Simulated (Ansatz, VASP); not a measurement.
# Y2S2N (Y2NS2 MXene monolayer) in two plane-wave programs, part 2 of 2

Aim: how closely do two programs agree when they are given the same cell, functional and k mesh? The structure shown is the start of the Ansatz relaxation below; VASP solves that cell, so the two are compared at the walk's first step.

VASP 6.6.1 and Ansatz 0.2.0.

So far: The starting structure; Ansatz: relaxation, PBE with D3(BJ).

## 3. VASP: single point, PBE with D3(BJ), start cell

Level of this step: PBE with D3(BJ), zero-moment start; plane waves and PAW (S, Y_sv, N) (VASP).

The same cell, functional, mesh and smearing now go to VASP, with its own data sets.

Lines of VASP's logs that name or quote its potential files are left out, and so is its time.

INCAR reads:

```
SYSTEM = Y2S2N
PREC = Accurate
ENCUT = 520
EDIFF = 1E-06
NELM = 200
ISMEAR = -1
SIGMA = 0.05
LREAL = .FALSE.
ALGO = Normal
GGA = PE
IVDW = 12
NBANDS = 28
ISPIN = 2
MAGMOM = 0 0 -0 -0 0
LASPH = .TRUE.
LMAXMIX = 4
LORBIT = 11
LWAVE = .FALSE.
LCHARG = .FALSE.
ISIF = 2
LDIPOL = .TRUE.
IDIPOL = 3
DIPOL = 0.5 0.5 0.5
LVHAR = .TRUE.
GGA_COMPAT = .FALSE.
NELMDL = -8
KPAR = 2
```

POSCAR reads:

```
Y2S2N
1.0
    3.4062600000      0.0000000000      0.0000000000
   -1.7031300000      2.9499080000      0.0000000000
    0.0000000000      0.0000000000     44.1610550000
S Y N
2 2 1
Direct
    0.3333332768      0.6666665537      0.4257144672
    0.6666667232      0.3333334463      0.5742855328
    0.6666667232      0.3333334463      0.4695655029
    0.3333332768      0.6666665537      0.5304344971
    0.0000000000      0.0000000000      0.5000000113
```

KPOINTS reads:

```
Automatic mesh
0
Gamma
12 12 1
0 0 0
```

Potentials, in the order of the species: S, Y_sv and N (PBE family, release 64).

Command:

```bash
$ mpirun -np 2 vasp_std
```

Numbers of over 12 decimals in the logs are rounded to 6 here.

The program printed:

```text
[banner, memory and clock lines left out]
running    2 mpi-ranks, on    1 nodes
 distrk:  each k-point on    1 cores,    2 groups
 distr:  one band on    1 cores,    1 groups

 POSCAR found type information on POSCAR S Y N
 POSCAR found :  3 types and       5 ions
 LDA part: xc-table for (Slater+PW92), standard interpolation
 POSCAR, INCAR and KPOINTS ok, starting setup
 FFT: planning ... GRIDC
 FFT: planning ... GRID_SOFT
 FFT: planning ... GRID
 WAVECAR not read
 entering main loop
       N       E                     dE             d eps       ncg     rms          rms(c)
DAV:   1     0.269836297188E+03    0.26984E+03   -0.16658E+04  2728   0.104E+03
DAV:   2     0.115835423197E+01   -0.26868E+03   -0.26207E+03  2956   0.247E+02
DAV:   3    -0.379190928251E+02   -0.39077E+02   -0.38593E+02  3328   0.769E+01
DAV:   4    -0.401999744168E+02   -0.22809E+01   -0.22690E+01  3416   0.196E+01
DAV:   5    -0.402795409957E+02   -0.79567E-01   -0.79508E-01  3216   0.346E+00
DAV:   6    -0.402821600218E+02   -0.26190E-02   -0.26188E-02  3396   0.589E-01
DAV:   7    -0.402822094995E+02   -0.49478E-04   -0.49476E-04  3156   0.873E-02
DAV:   8    -0.402822108869E+02   -0.13874E-05   -0.13877E-05  3368   0.136E-02    0.512E+01
DAV:   9    -0.356070969540E+02    0.46751E+01   -0.20854E+01  2664   0.210E+01    0.463E+01
DAV:  10    -0.354927142968E+02    0.11438E+00   -0.29298E+00  2736   0.795E+00    0.196E+01
DAV:  11    -0.354689797571E+02    0.23735E-01   -0.48635E-01  3672   0.349E+00    0.142E+00
DAV:  12    -0.354651074216E+02    0.38723E-02   -0.65318E-02  2964   0.129E+00    0.123E+00
DAV:  13    -0.354630677769E+02    0.20396E-02   -0.17786E-02  2976   0.650E-01    0.463E-01
DAV:  14    -0.354624983928E+02    0.56938E-03   -0.33043E-03  3240   0.242E-01    0.125E-01
[...]
DAV:  22    -0.354630317116E+02   -0.47070E-04   -0.13578E-06  2208   0.383E-03    0.344E-03
DAV:  23    -0.354630655952E+02   -0.33884E-04   -0.41652E-07  2120   0.266E-03    0.106E-03
DAV:  24    -0.354630867151E+02   -0.21120E-04   -0.37297E-07  2172   0.191E-03    0.106E-03
DAV:  25    -0.354630952567E+02   -0.85416E-05   -0.16769E-07  2044   0.107E-03    0.988E-04
DAV:  26    -0.354631039976E+02   -0.87409E-05   -0.14874E-07  1864   0.814E-04    0.327E-04
DAV:  27    -0.354631062930E+02   -0.22954E-05   -0.31174E-08  1740   0.380E-04    0.214E-04
DAV:  28    -0.354631095400E+02   -0.32469E-05   -0.71969E-08  1864   0.502E-04    0.267E-04
DAV:  29    -0.354631104392E+02   -0.89929E-06   -0.15295E-08  1656   0.326E-04
   1 F= -.36844098E+02 E0= -.36831251E+02  d E =-.256947E-01  mag=    -0.0000
```

Parts of OUTCAR (step 3):

```text
ion  position               nearest neighbor table
   1  0.333  0.667  0.426-   3 2.76   3 2.76   3 2.76
   2  0.667  0.333  0.574-   4 2.76   4 2.76   4 2.76
   3  0.667  0.333  0.470-   5 2.38   5 2.38   5 2.38   1 2.76   1 2.76   1 2.76   4 3.33   4 3.33
                             4 3.33
   4  0.333  0.667  0.530-   5 2.38   5 2.38   5 2.38   2 2.76   2 2.76   2 2.76   3 3.33   3 3.33
                             3 3.33
   5  0.000  0.000  0.500-   4 2.38   4 2.38   4 2.38   3 2.38   3 2.38   3 2.38

  LATTYP: Found a hexagonal cell.
 ALAT       =     3.4062600000
 C/A-ratio  =    12.9646753331

 Subroutine GETGRP returns: Found 12 space group operations
 (whereof 12 operations were pure point group operations)

The static configuration has the point symmetry D_3d.

 Found     19 irreducible k-points:

   k-points           NKPTS =     19   k-points in BZ     NKDIM =     19   number of bands    NBANDS=     28

   dimension x,y,z NGX =    28 NGY =   28 NGZ =  336
   dimension x,y,z NGXF=    56 NGYF=   56 NGZF=  672

   ENCUT  =  520.0 eV  38.22 Ry    6.18 a.u.   6.33  6.33 82.11*2*pi/ulx,y,z

   NELECT =      39.0000    total number of electrons

 k-points in reciprocal lattice and weights: Automatic mesh
   0.00000000  0.00000000  0.00000000       0.007
   0.08333333  0.00000000  0.00000000       0.042
   0.16666667  0.00000000  0.00000000       0.042
   0.25000000  0.00000000  0.00000000       0.042
   0.33333333  0.00000000  0.00000000       0.042
   0.41666667 -0.00000000  0.00000000       0.042
   0.50000000  0.00000000  0.00000000       0.021
   0.08333333  0.08333333  0.00000000       0.042
   0.16666667  0.08333333  0.00000000       0.083
[...]
0.33333333  0.25000000  0.00000000       0.083
   0.33333333  0.33333333  0.00000000       0.014

 dipolmoment           0.000000      0.000000     -0.000002 electrons x Angstroem

 average (electrostatic) potential at core
       1 -94.8737       2 -94.8738       3 -43.8948       4 -43.8948       5 -72.3564

 E-fermi :  -4.4375

 spin component 1
 k-point     1 :       0.0000    0.0000    0.0000
  band No.  band energies     occupation
    ...
     12      -8.9637      1.00000
     13      -7.3083      1.00000
     14      -7.3083      1.00000
     15      -6.8493      1.00000
     16      -5.8151      1.00000
     17      -4.0757      0.00072
     18      -4.0757      0.00072
     19      -3.6845      0.00000
     20      -3.6845      0.00000
     21      -2.3402      0.00000
    ...

 k-point     2 :       0.0833    0.0000    0.0000
  band No.  band energies     occupation
    ...
     12      -8.8252      1.00000
     13      -7.5838      1.00000
     14      -7.2861      1.00000
     15      -6.5486      1.00000
     16      -5.9169      1.00000
     17      -4.3559      0.16366
     18      -4.1499      0.00317
     19      -4.1183      0.00169
     20      -3.8139      0.00000
     21      -2.3000      0.00000
    ...

 k-point     3 :       0.1667    0.0000    0.0000
  band No.  band energies     occupation
    ...
     14      -7.2411      1.00000
     15      -6.3270      1.00000
     16      -6.0679      1.00000
     17      -5.1104      1.00000
     18      -4.9549      0.99997
     19      -4.2636      0.02994
     20      -4.0575      0.00050
     21      -2.8729      0.00000
     22      -1.7838      0.00000
     23      -1.0583      0.00000
    ...

 k-point     4 :       0.2500    0.0000    0.0000
  band No.  band energies     occupation
    ...
     15      -6.5535      1.00000
     16      -6.2893      1.00000
     17      -5.8364      1.00000
     18      -5.5156      1.00000
     19      -4.4678      0.64697
     20      -4.2712      0.03467
     21      -3.5353      0.00000
     22      -1.2851      0.00000
     23      -0.9254      0.00000
     24      -0.3952      0.00000
    ...

 k-point     5 :       0.3333    0.0000    0.0000
  band No.  band energies     occupation
    ...
     15      -6.8693      1.00000
     16      -6.7333      1.00000
     17      -6.2386      1.00000
     18      -5.6091      1.00000
     19      -4.6352      0.98119
     20      -4.4375      0.49999
     21      -4.0423      0.00037
     22      -1.1839      0.00000
     23      -0.5828      0.00000
     24       0.3961      0.00000
    ...

 k-point     6 :       0.4167   -0.0000    0.0000
  band No.  band energies     occupation
    ...
     16      -7.0420      1.00000
     17      -6.1002      1.00000
     18      -5.6488      1.00000
     19      -4.7464      0.99793
     20      -4.5332      0.87154
     21      -4.3545      0.15989
     22      -1.3347      0.00000
     23       0.2072      0.00000
     24       1.1175      0.00000
     25       1.1575      0.00000
    ...

 Edisp (eV)   -1.38099

  Total       4.88185     4.88185    -1.17264     0.00000     0.00000     0.00000
  in kB      17.62664    17.62664    -4.23399     0.00000     0.00000     0.00000
  external pressure =       10.34 kB  Pullay stress =        0.00 kB

  energy-cutoff  :      520.00
  volume of cell :      443.74
      direct lattice vectors                 reciprocal lattice vectors
     3.406260000  0.000000000  0.000000000     0.293577120  0.169496811  0.000000000
    -1.703130000  2.949908000  0.000000000     0.000000000  0.338993623  0.000000000
     0.000000000  0.000000000 44.161055000     0.000000000  0.000000000  0.022644387

 POSITION                                       TOTAL-FORCE (eV/Angst)
 -----------------------------------------------------------------------------------
     -0.00000      1.96661     18.80000         0.000000     -0.000000      1.007946
      1.70313      0.98330     25.36105         0.000000      0.000000     -1.007946
      1.70313      0.98330     20.73651        -0.000000     -0.000000     -2.035208
     -0.00000      1.96661     23.42455        -0.000000      0.000000      2.035208
      0.00000      0.00000     22.08053         0.000000      0.000000      0.000000
 -----------------------------------------------------------------------------------
    total drift:                               -0.000000     -0.000000     -0.000581

  FREE ENERGIE OF THE ION-ELECTRON SYSTEM (eV)
  ---------------------------------------------------
  free  energy   TOTEN  =       -36.8440982140 eV

  energy  without entropy=      -36.8184035333  energy(sigma->0) =      -36.83125087

 vacuum level on the upper side and lower side of the slab         2.243         2.243

 total charge
# of ion       s       p       d       f       tot
--------------------------------------------------
    1        1.372   2.274   0.000   0.000   3.646
    2        1.372   2.274   0.000   0.000   3.646
    3        2.210   6.560   1.117   0.085   9.973
    4        2.210   6.560   1.117   0.085   9.973
    5        1.251   2.449   0.000   0.000   3.701
--------------------------------------------------
tot          8.415  20.118   2.235   0.170  30.938

 magnetization (x)
# of ion       s       p       d       f       tot
--------------------------------------------------
    1       -0.000  -0.000   0.000   0.000  -0.000
    2       -0.000  -0.000   0.000   0.000  -0.000
    3        0.000  -0.000  -0.000  -0.000  -0.000
    4        0.000  -0.000  -0.000  -0.000  -0.000
    5        0.000   0.000   0.000   0.000   0.000
--------------------------------------------------
tot          0.000  -0.000  -0.000  -0.000  -0.000

[... 2 further parts left out ...]
```

This run allows spin, but its moments start at zero, where symmetry between the spins tends to hold them. Its electron count is odd, so without a moment it is a metal by construction.

## 4. Comparison

Known differences besides the potentials themselves: Ansatz cuts the interaction across the vacuum, VASP repeats the sheet with a dipole correction; the cutoff is 420 eV in Ansatz and 520 eV in VASP. Total energies have different zeros and are not compared.

Forces (eV/Å; atoms numbered as in POSCAR):

```tsv
atom	Ansatz x, y, z	VASP x, y, z
S1	0.000, 0.000, 0.997	0.000, 0.000, 1.008
S2	0.000, 0.000, -0.997	0.000, 0.000, -1.008
Y3	0.000, 0.000, -2.033	0.000, 0.000, -2.035
Y4	0.000, 0.000, 2.033	0.000, 0.000, 2.035
N5	0.000, 0.000, 0.000	0.000, 0.000, 0.000
```

The forces differ by 4.0 meV/Å r.m.s., which is 0.5 % of the r.m.s. force of 0.829 eV/Å (both taken over all components). Moments aren't recorded for both runs of this pair, so they may hold unlike magnetic states. With vacuum in the cell, a pressure given here is an average over mostly empty space and none of the material.

## 5. Outcome

| Property | Result |
| --- | --- |
| r.m.s. force difference (single point, PBE with D3(BJ), start cell) | 0.49 % of the r.m.s. force |

**Reading.** The r.m.s. force difference is 0.49 % of the r.m.s. force (single point, PBE with D3(BJ), start cell), within the 3 % picked in this series as the mark of a large difference. 1 further run of this series is not shown here. How closely two codes agree says nothing of how well the functional describes the real material.

[Lines on the potential files, build, host, timing and source positions are cut from VASP's logs without a mark.]

[Logs are printed without paths, hosts, clocks, repeated set-up lines and the standing remarks that a program may print on its own settings, such as how far it seeks lower states.]

[Hosts, paths, dates, database ids (printed as entryN), source tags and the programs' standing remarks are cut or masked in the printed files.]
